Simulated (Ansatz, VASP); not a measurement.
**Cross-check of Ti9Al44O84 (glassy 29TiO2-71Al2O3 (mol %)) between VASP and Ansatz**

Wanted: the spread between two codes on one cell, functional and k mesh. Of the first pair: The structure shown is the start of the Ansatz relaxation below; VASP solves that cell, so the two are compared at the walk's first step.

Program: Ansatz 0.2.0. Level of theory: plane waves, with VASP 6.6.1 beside it; PBE. Results are calculated unless marked as measured.

## Step 1: The starting structure

The cell holds 137 atoms: 9 Ti, 44 Al and 84 O. Cell: a = 11.399 Å, b = 11.399 Å, c = 11.399 Å, α = 90.0°, β = 90.0°, γ = 90.0°. As first built, before any earlier steps moved the atoms or strained the cell (in the runner's words): 137 atoms (9 Ti, 44 Al, 84 O) placed at random at 3.12 g/cm^3, melted at 4000 K for 10 ps at fixed volume with the Morse and Coulomb pair potential with partial charges (Pedone, Malavasi, Menziani, Cormack and Segre, J. Phys. Chem. B 110, 11780 (2006)). Quenched from 4000 K to 300 K at 1000 K/ps and fixed volume, held 10 ps at zero pressure.

## Step 2: Ansatz: relaxation, PBE

Ansatz runs on its default PAW (the set named soft_2) files.

The two programs are compared at the cell with which this relaxation starts, whose forces are those of its first step.

Contents of input.yaml:

```yaml
crystal:
  lattice:
    - [11.39863, 0.0, 0.0]
    - [0.0, 11.39863, 0.0]
    - [0.0, 0.0, 11.39863]
  atoms:
    - { symbol: Ti, position: [0.36174, 0.73831, 0.83618] }
    - { symbol: Ti, position: [0.07259, 0.92114, 0.37177] }
    - { symbol: Ti, position: [0.40918, 0.21958, 0.39244] }
    - { symbol: Ti, position: [0.80566, 0.57858, 0.201] }
    - { symbol: Ti, position: [0.045, 0.48888, 0.64255] }
    - { symbol: Ti, position: [0.99491, 0.81607, 0.87239] }
    - { symbol: Ti, position: [0.60049, 0.23115, 0.98804] }
    - { symbol: Ti, position: [0.41248, 0.79575, 0.36438] }
    - { symbol: Ti, position: [0.37993, 0.38249, 0.66579] }
    - { symbol: Al, position: [0.34007, 0.97208, 0.9771] }
    - { symbol: Al, position: [0.85414, 0.28708, 0.29124] }
    - { symbol: Al, position: [0.00921, 0.46286, 0.13659] }
    - { symbol: Al, position: [0.86211, 0.25629, 0.05543] }
    - { symbol: Al, position: [0.69273, 0.82327, 0.2791] }
    - { symbol: Al, position: [0.39348, 0.00489, 0.19988] }
    - { symbol: Al, position: [0.11777, 0.27602, 0.75446] }
    - { symbol: Al, position: [0.04593, 0.73152, 0.15565] }
    - { symbol: Al, position: [0.14977, 0.33008, 0.02962] }
    - { symbol: Al, position: [0.82733, 0.68829, 0.6769] }
    - { symbol: Al, position: [0.57891, 0.91136, 0.73963] }
    - { symbol: Al, position: [0.35851, 0.27514, 0.14425] }
    - { symbol: Al, position: [0.25572, 0.52283, 0.19906] }
    - { symbol: Al, position: [0.8349, 0.91074, 0.5093] }
    - { symbol: Al, position: [0.76423, 0.05836, 0.669] }
    - { symbol: Al, position: [0.13966, 0.79675, 0.63399] }
    - { symbol: Al, position: [0.70057, 0.10044, 0.17484] }
    - { symbol: Al, position: [0.35471, 0.2259, 0.86859] }
    - { symbol: Al, position: [0.39535, 0.4706, 0.95608] }
    - { symbol: Al, position: [0.95973, 0.13825, 0.42506] }
    - { symbol: Al, position: [0.53502, 0.63139, 0.18663] }
[... 101 atom lines left out ...]
    - { symbol: O, position: [0.99915, 0.31901, 0.0595] }
    - { symbol: O, position: [0.70472, 0.33877, 0.33406] }
    - { symbol: O, position: [0.72297, 0.83184, 0.43121] }
    - { symbol: O, position: [0.72736, 0.33515, 0.01574] }
    - { symbol: O, position: [0.77014, 0.57199, 0.36462] }
    - { symbol: O, position: [0.87968, 0.79055, 0.58197] }
kpoints:
  mp_grid: { grid: [1, 1, 1] }
hamiltonian:
  xc: pbe
scf:
  occupations: { method: fixed }
output:
  forces: true
relax:
  f_tol: 0.05
  max_steps: 150
  cell: {}
```

Started as:

```
$ ansatz run input.yaml --threads 4 --pin off --max-ram 8192MiB --backend cpu --events-out ev --progress --plain --runs-dir out
```

Numbers of over 12 decimals in the logs are rounded to 6 here.

Output:

```text
Engine: ansatz 0.2.0, x86_64-unknown-linux-gnu
Pseudopotentials: kind: paw
Pseudopotential: Ti, paw, valence charge 12, recommended cutoff 420 eV (normal), Ti.paw.azcp
Pseudopotential: Al, paw, valence charge 3, recommended cutoff 420 eV (normal), Al.paw.azcp
Pseudopotential: O, paw, valence charge 6, recommended cutoff 420 eV (normal), O.paw.azcp
Functional definition: PBE
  parameter kappa = 0.804
  parameter beta = 0.066725
  exchange = pbe_x(kappa = kappa, mu = beta*pi^2/3)
  correlation = pbe_c(beta = beta)
Crystal: 137 atoms, lattice volume = 1481.010 Å³
Basis set: ecut = 420 eV, 28887 PW (Γ), exchange–correlation on 160×160×160 points (8 copies of the dense FFT grid, shifted against one another)
Bands: 509, of which v1, the nominal top of the filled ones, is band 372 counted from 1 (371 counted from 0)
Symmetry: 1 space group operations
Space group: P1 (ITA 1), of the structure as read, at distance tolerance 1.1e-4 Å
k-points: 1
Non-local potential: Ti, projectors of the file, l = 0: 3, l = 1: 2, l = 2: 3, l = 3: 1
Non-local potential: Al, projectors of the file, l = 0: 2, l = 1: 2, l = 2: 1
Non-local potential: O, projectors of the file, l = 0: 2, l = 1: 2, l = 2: 1
PAW form: soft (Blöchl's): semilocal exchange-correlation on the pseudo side does not see the compensation charge
PAW one-centre angular grid: Ti, 590 points (default); XC on 64 Gauss nodes
PAW one-centre angular grid: Al, 110 points (default); XC on 64 Gauss nodes
PAW one-centre angular grid: O, 110 points (default); XC on 64 Gauss nodes
Initial density: superposition of atomic densities (neutral atoms: chi_scale 0, normalization atom), corrected by the library's trained network
Initial wavefunctions: pseudopotential atomic-orbital guess
Functional: x = pbe(κ = 0.804, μ = 0.219515), c = pbe(β = 0.066725)
SCF iter   1: F=—  HF=-93981.430333 eV  |F-HF|=—  |Δ(HF+E_count)|=         —  Δρ=3.93e-3  dr2=3.10e-1  ethr=1.77e-3  ⟨swp⟩=5.0  Hψ=1595  notcnv=0  defer=134
preconditioner: auto → Resta (q_TF=auto, 2.433 Å⁻¹)  ε∞=4.2  [insulator: Δε(μ)=2.015 eV  Ē_g=13.974 eV  n_scr=364 (ndim 8)  ℏωp=25.0 eV  f_vac=0.051  ε∞_Penn≈4.2]
SCF iter   2: F=—  HF=-93981.388725 eV  |F-HF|=—  |Δ(HF+E_count)|=   4.16e-2  Δρ=2.17e-3  dr2=7.19e-2  ethr=4.17e-5  ⟨swp⟩=2.0  Hψ=868  notcnv=0  defer=135
SCF iter   3: F=—  HF=-93981.386629 eV  |F-HF|=—  |Δ(HF+E_count)|=   2.10e-3  Δρ=1.21e-3  dr2=3.18e-2  ethr=9.66e-6  ⟨swp⟩=2.0  Hψ=750  notcnv=0  defer=114
automatic band count: iteration 3 solves 488 bands in place of 509: the levels show a gap, and the empty bands left out lie too high to hold charge; the band table lists the bands solved (type scf.n_extra_bands for more)
SCF iter   4: F=—  HF=-93981.385147 eV  |F-HF|=—  |Δ(HF+E_count)|=   1.48e-3  Δρ=6.32e-4  dr2=7.90e-3  ethr=4.28e-6  ⟨swp⟩=2.0  Hψ=750  notcnv=0  defer=114
SCF iter   5: F=—  HF=-93981.384156 eV  |F-HF|=—  |Δ(HF+E_count)|=   9.90e-4  Δρ=2.27e-4  dr2=7.86e-4  ethr=1.06e-6  ⟨swp⟩=2.0  Hψ=748  notcnv=0  defer=112
SCF iter   6: F=—  HF=-93981.384242 eV  |F-HF|=—  |Δ(HF+E_count)|=   8.53e-5  Δρ=1.25e-4  dr2=2.37e-4  ethr=1.06e-7  ⟨swp⟩=2.0  Hψ=748  notcnv=0  defer=111
SCF iter   7: F=—  HF=-93981.384286 eV  |F-HF|=—  |Δ(HF+E_count)|=   4.47e-5  Δρ=5.72e-5  dr2=5.51e-5  ethr=3.18e-8  ⟨swp⟩=2.0  Hψ=748  notcnv=0  defer=110
SCF iter   8: F=—  HF=-93981.383735 eV  |F-HF|=—  |Δ(HF+E_count)|=   5.51e-4  Δρ=2.18e-5  dr2=7.96e-6  ethr=7.40e-9  ⟨swp⟩=2.0  Hψ=855  notcnv=0  defer=110
SCF iter   9: F=—  HF=-93981.383740 eV  |F-HF|=—  |Δ(HF+E_count)|=   4.86e-6  Δρ=1.15e-5  dr2=2.28e-6  ethr=1.07e-9  ⟨swp⟩=2.0  Hψ=730  notcnv=0  defer=110
SCF iter  10: F=—  HF=-93981.383741 eV  |F-HF|=—  |Δ(HF+E_count)|=   1.14e-6  Δρ=7.24e-6  dr2=9.11e-7  ethr=3.06e-10  ⟨swp⟩=2.0  Hψ=741  notcnv=0  defer=110
SCF iter  11: F=-93981.383741 eV  HF=-93981.383741 eV  |F-HF|=4.67e-8  |Δ(HF+E_count)|=   1.64e-7  Δρ=2.49e-6  dr2=9.74e-8  ethr=1.34e-11  ⟨swp⟩=3.0  Hψ=1650  notcnv=0
SCF 1 converged in 11 iterations: F = -93981.383741 eV  dr2 = 9.74e-8
  greatest PAW one-centre occupation: 0.999 electrons in one spin orbital (limit 2), on the Ti atom at site 2 (counted from 0), in its partial waves of l = 0
relax step   1: F+E_penalty+E_count = -93981.38374135 eV  Δ(F+E_penalty+E_count) = +0.000e0 eV  max|allowed force component| = 4.191e0 eV/Å  Δτ_max = 0.0000 Å  P = +11.184 GPa  Ω = 1481.010 Å³  (11 SCF iters, dr2 threshold 1.00e-7 eV, accepted)
Crystal: 137 atoms, lattice volume = 1527.903 Å³
Basis set: ecut = 420 eV, 29847 PW (Γ), exchange–correlation on 160×160×160 points (8 copies of the dense FFT grid, shifted against one another)
Initial density: handed on by an earlier stage of this run
Initial wavefunctions: those handed on with the density
iter 1 solved again at ethr=2.13e-4 eV; its pass at ethr=3.10e-3 eV (dr2=1.59e0 eV) is discarded
[...]
- { symbol: Al, position: [0.754507, 0.980470, 0.927166] }
    - { symbol: Al, position: [0.150576, 0.090838, 0.148230] }
    - { symbol: Al, position: [0.363612, 0.067328, 0.689522] }
    - { symbol: Al, position: [0.546671, 0.019657, 0.503702] }
    - { symbol: Al, position: [0.647194, 0.741856, 0.531605] }
    - { symbol: Al, position: [0.983998, 0.103110, 0.915179] }
    - { symbol: Al, position: [0.595515, 0.364482, 0.215889] }
    - { symbol: Al, position: [0.548512, 0.843522, 0.00343463] }
    - { symbol: Al, position: [0.669229, 0.493015, 0.454420] }
    - { symbol: Al, position: [0.340849, 0.731919, 0.118917] }
    - { symbol: Al, position: [0.212271, 0.572430, 0.488426] }
    - { symbol: Al, position: [0.116913, 0.361411, 0.369511] }
    - { symbol: Al, position: [0.855586, 0.300260, 0.778317] }
    - { symbol: Al, position: [0.592082, 0.573145, 0.715996] }
    - { symbol: Al, position: [0.059118, 0.036566, 0.665969] }
    - { symbol: Al, position: [0.413902, 0.451423, 0.385790] }
    - { symbol: Al, position: [0.157350, 0.567162, 0.879711] }
    - { symbol: Al, position: [0.208988, 0.177548, 0.547400] }
    - { symbol: Al, position: [0.751512, 0.697207, 0.934560] }
    - { symbol: Al, position: [0.679781, 0.246032, 0.454757] }
    - { symbol: Al, position: [0.646695, 0.329641, 0.707364] }
    - { symbol: Al, position: [0.379283, 0.680909, 0.598213] }
    - { symbol: Al, position: [0.691729, 0.474267, 0.937462] }
    - { symbol: O, position: [0.315676, 0.814669, 0.972892] }
    - { symbol: O, position: [0.403687, 0.216230, 0.712332] }
    - { symbol: O, position: [0.215624, 0.301030, 0.642560] }
    - { symbol: O, position: [0.900106, 0.021502, 0.625030] }
    - { symbol: O, position: [0.354514, 0.385594, 0.827649] }
    - { symbol: O, position: [0.417772, 0.340438, 0.497012] }
    - { symbol: O, position: [0.391365, 0.133220, 0.249919] }
    - { symbol: O, position: [0.763391, 0.216504, 0.690415] }
    - { symbol: O, position: [0.926208, 0.988430, 0.400885] }
    - { symbol: O, position: [0.537161, 0.530451, 0.385518] }
    - { symbol: O, position: [0.305701, 0.709707, 0.458144] }
    - { symbol: O, position: [0.071091, 0.897516, 0.747510] }
    - { symbol: O, position: [0.752823, 0.729238, 0.192809] }
    - { symbol: O, position: [0.861963, 0.745109, 0.838042] }
    - { symbol: O, position: [0.541647, 0.432513, 0.967873] }
    - { symbol: O, position: [0.589821, 0.237673, 0.827780] }
    - { symbol: O, position: [0.124499, 0.884186, 0.524825] }
    - { symbol: O, position: [0.273578, 0.500310, 0.361521] }
    - { symbol: O, position: [0.352029, 0.840986, 0.232451] }
    - { symbol: O, position: [0.469930, 0.944928, 0.394444] }
    - { symbol: O, position: [0.423394, 0.229151, 0.00278922] }
    - { symbol: O, position: [0.824828, 0.188190, 0.180314] }
    - { symbol: O, position: [0.530819, 0.434659, 0.698595] }
    - { symbol: O, position: [1.028875, 0.804932, 0.029077] }
[...]
- { symbol: O, position: [0.314639, 0.594947, 0.906968] }
    - { symbol: O, position: [0.099163, 0.699960, 0.828568] }
    - { symbol: O, position: [1.006567, 0.326589, 0.058402] }
    - { symbol: O, position: [0.694085, 0.340834, 0.329561] }
    - { symbol: O, position: [0.726809, 0.826329, 0.430115] }
    - { symbol: O, position: [0.725396, 0.339513, 0.015227] }
    - { symbol: O, position: [0.776701, 0.552974, 0.361040] }
    - { symbol: O, position: [0.894905, 0.797570, 0.579991] }
```

## Step 3: VASP: single point, PBE, start cell, pair 1

The same cell, functional and mesh now go to VASP, with its own data sets.

Lines of VASP's logs that name or quote its potential files are left out, and so is its time.

Contents of INCAR:

```
SYSTEM = Ti9Al44O84
PREC = Accurate
ENCUT = 520
EDIFF = 1E-06
NELM = 120
ISMEAR = 0
SIGMA = 0.01
LREAL = Auto
ALGO = Normal
GGA = PE
NBANDS = 467
LASPH = .TRUE.
LORBIT = 11
LWAVE = .FALSE.
LCHARG = .FALSE.
ISIF = 2
GGA_COMPAT = .FALSE.
EFERMI = MIDGAP
```

Contents of POSCAR:

```
Ti9Al44O84
1.0
   11.3986300000      0.0000000000      0.0000000000
    0.0000000000     11.3986300000      0.0000000000
    0.0000000000      0.0000000000     11.3986300000
Ti Al O
9 44 84
Direct
    0.3617364543      0.7383080247      0.8361794356
    0.0725876706      0.9211370138      0.3717727481
    0.4091807524      0.2195790196      0.3924418987
    0.8056582238      0.5785783028      0.2009978392
    0.0449966356      0.4888833132      0.6425509030
    0.9949090373      0.8160717560      0.8723943141
    0.6004932172      0.2311505856      0.9880397907
    0.4124793945      0.7957535248      0.3643771225
    0.3799316234      0.3824933347      0.6657905380
    0.3400671835      0.9720817326      0.9770998795
    0.8541377341      0.2870783594      0.2912367539
    0.0092116333      0.4628626423      0.1365865898
    0.8621123767      0.2562939581      0.0554277137
    0.6927323722      0.8232743760      0.2791037169
    0.3934771108      0.0048865522      0.1998836702
    0.1177685389      0.2760243994      0.7544590885
    0.0459265719      0.7315177350      0.1556502843
    0.1497723849      0.3300835276      0.0296175944
    0.8273274946      0.6882932423      0.6768971359
    0.5789116762      0.9113639095      0.7396327453
    0.3585079961      0.2751383280      0.1442541779
    0.2557237142      0.5228259887      0.1990590097
    0.8348985799      0.9107410276      0.5092980472
    0.7642321928      0.0583578904      0.6690014502
    0.1396571342      0.7967536450      0.6339884705
    0.7005666470      0.1004418952      0.1748368006
    0.3547092940      0.2259043411      0.8685868389
    0.3953457565      0.4706004143      0.9560798096
    0.9597293710      0.1382534568      0.4250598537
    0.5350204367      0.6313916672      0.1866276912
[... 101 atom lines left out ...]
    0.9991463886      0.3190120216      0.0594983783
    0.7047162685      0.3387687819      0.3340576894
    0.7229728485      0.8318368085      0.4312097156
    0.7273593406      0.3351543124      0.0157387335
    0.7701364111      0.5719897918      0.3646227661
    0.8796758909      0.7905511452      0.5819734477
```

Contents of KPOINTS:

```
Automatic mesh
0
Gamma
1 1 1
0 0 0
```

The projector-augmented-wave data sets are Ti_sv, Al and O (PBE family, release 64).

Started as:

```
$ export OMP_NUM_THREADS=3
$ mpirun -np 1 vasp_gam
```

Output:

```text
[banner, memory and clock lines left out]
running    1 mpi-ranks, on    1 nodes
[...]
Offloading initialized ...    1 GPUs detected
[...]
LDA part: xc-table for (Slater+PW92), standard interpolation
 POSCAR, INCAR and KPOINTS ok, starting setup
[...]
entering main loop
       N       E                     dE             d eps       ncg     rms          rms(c)
DAV:   1     0.913403697653E+04    0.91340E+04   -0.42813E+05   934   0.169E+03
DAV:   2     0.137386679474E+03   -0.89967E+04   -0.84475E+04  1062   0.458E+02
DAV:   3    -0.114586400336E+04   -0.12833E+04   -0.12622E+04  1073   0.186E+02
DAV:   4    -0.122827668767E+04   -0.82413E+02   -0.82040E+02  1292   0.481E+01
[...]
DAV:  18    -0.103199301273E+04   -0.51726E-05   -0.41090E-05  1300   0.161E-02    0.129E-02
DAV:  19    -0.103199301358E+04   -0.84674E-06   -0.17971E-05  1252   0.104E-02    0.646E-03
DAV:  20    -0.103199301349E+04    0.87777E-07   -0.31742E-06   812   0.419E-03
   1 F= -.10319930E+04 E0= -.10319930E+04  d E =0.000000E+00
```

Parts of OUTCAR (step 3):

```text
  Total      114.4174137    112.5631833     87.9757560      1.5930486     12.1465856      4.9699999
  in kB      123.7783643    121.7724318     95.1734078      1.7233823     13.1403469      5.3766156
  external PRESSURE =     113.5747346 kB  Pullay stress =       0.0000000 kB

 POSITION                                       TOTAL-FORCE (eV/Angst)
 -----------------------------------------------------------------------------------
      4.12330      8.41570      9.53130        -0.523319      0.664590      0.164235
      0.82740     10.49970      4.23770        -1.711785     -2.646690      0.438068
      4.66410      2.50290      4.47330        -1.469754      0.025732      1.434115
      9.18340      6.59500      2.29110        -1.504279     -0.776677      1.779011
[...]
5.31600     10.79020      4.25670         0.330002      1.021333      0.431602
      4.86200      2.52910      0.09140         0.028584      0.084020      0.607611
      9.50700      1.97860      2.03060         0.234406      0.099146      1.554636
      6.05500      5.06120      8.07290         0.638820     -1.216304     -0.282667
     11.29460      9.21180      0.45590        -0.461888      0.427753     -1.930952
      1.45180      0.40640      3.35280         1.383737      2.823096     -1.104895
      0.98670      5.14160      5.58750         0.839692     -0.126919     -1.907536
      5.48410     11.20180      7.41630        -0.323449      0.106888     -1.090517
      9.07030      6.58670      0.18370        -0.149320     -1.347860      0.519882
[...]
-----------------------------------------------------------------------------------
    total drift:                                0.010747      0.011341     -0.034781

  FREE ENERGIE OF THE ION-ELECTRON SYSTEM (eV)
  ---------------------------------------------------
  free  energy   TOTEN  =     -1031.9930134939 eV

  energy  without entropy=    -1031.9930134939  energy(sigma->0) =    -1031.99301349

[... 3 further parts left out ...]
[key lines of the parts left out:]
E-fermi :   5.5464
```

This run has no spin polarisation, so a moment on Ti, if there is one, isn't seen.

## Step 4: Comparison

Known differences besides the potentials themselves: fixed occupations in Ansatz, narrow Gaussian smearing in VASP; the cutoff is 420 eV in Ansatz and 520 eV in VASP (PREC = Accurate, projectors in real space). Total energies have different zeros and are not compared.

Forces on 9 of the 137 atoms, those with the largest forces and the largest differences (eV/Å; atoms numbered as in POSCAR):

```
atom          Ansatz x, y, z            VASP x, y, z
 Ti6    1.274, -2.320, 2.661    1.274, -2.279, 2.676
Al15  -0.373, -4.191, -0.319  -0.368, -4.228, -0.322
Al17   1.421, -1.356, -3.015   1.441, -1.400, -3.029
Al52   -2.373, -2.102, 0.030   -2.411, -2.101, 0.051
 O69  -0.672, -0.715, -0.273  -0.681, -0.709, -0.366
 O78    1.347, 2.729, -1.030    1.384, 2.823, -1.105
 O79   0.812, -0.105, -1.824   0.840, -0.127, -1.908
O116    2.221, 1.476, -1.993    2.262, 1.489, -2.013
O131   -1.376, 3.064, -0.616   -1.389, 3.100, -0.627
```

The forces differ by 24 meV/Å r.m.s., which is 2.3 % of the r.m.s. force of 1.043 eV/Å (both taken over all components).

## Step 5: Ansatz: relaxation, PBE

This run makes the geometry at which the two programs are then compared. The cell compared in this pair holds 1574.28 Å³, against 1481.01 Å³ for the pair before.

The structure compared here is the end of the Ansatz relaxation.

This is the run of step 2 again, met here at its other cell.

(Continued in part 2 of 2.)

[Lines on the potential files, build, host, timing and source positions are cut from VASP's logs without a mark.]

[Logs are printed without paths, hosts, clocks, repeated set-up lines and the standing remarks that a program may print on its own settings, such as how far it seeks lower states.]

[Hosts, paths, dates, database ids (printed as entryN), source tags and the programs' standing remarks are cut or masked in the printed files.]
